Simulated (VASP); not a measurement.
A convergence study with VASP on CdS (zinc blende): one setting is varied, all else stays as given below, so the limit is that of these other settings. Each run relaxes cell and ions from the cell shown.

```yaml
crystal:
  lattice:
    - [0.00000, 2.91000, 2.91000]
    - [2.91000, 0.00000, 2.91000]
    - [2.91000, 2.91000, 0.00000]
  atoms:
    - { symbol: Cd, position: [0.00000, 0.00000, 0.00000] }
    - { symbol: S, position: [0.25000, 0.25000, 0.25000] }
```

Computed with LDA (Ceperley-Alder, Perdew-Zunger), VASP's LDA PAW potentials (set 64) (plane waves; VASP). The tightest run used: 550 eV cut-off, 12×12×12 Γ-centred mesh, Gaussian smearing of 0.050 eV, potentials Cd S.

Gaps are read on the run's mesh, which can miss a band edge.

| setting | relaxed volume (Å³/atom) | E (eV/atom) | gap on the mesh (eV) | irreducible k-points |
|---|---|---|---|---|
| 2×2×2 mesh | 25.356 | -3.1851 | 0.623 | 3 |
| 3×3×3 mesh | 24.321 | -3.6112 | 0.878 | 4 |
| 4×4×4 mesh | 24.097 | -3.6834 | 0.938 | 8 |

Question: These are the cheaper rows. Estimate the results at 12×12×12 mesh, and how far the last row shown lies from them.

Answer: 
```
quantity                  tightest run  last row shown is off by
------------------------  ------------  ------------------------
relaxed volume (Å³/atom)        24.030                     0.067
E (eV/atom)                    -3.7040                    0.0206
gap on the mesh (eV)             0.961                    -0.023
```

Left out are rungs that failed or repeat a setting and relaxations that didn't move; long series are thinned to 24 rows.

The compound is CdS in the zinc blende structure, a metastable form; wurtzite is the usual one.
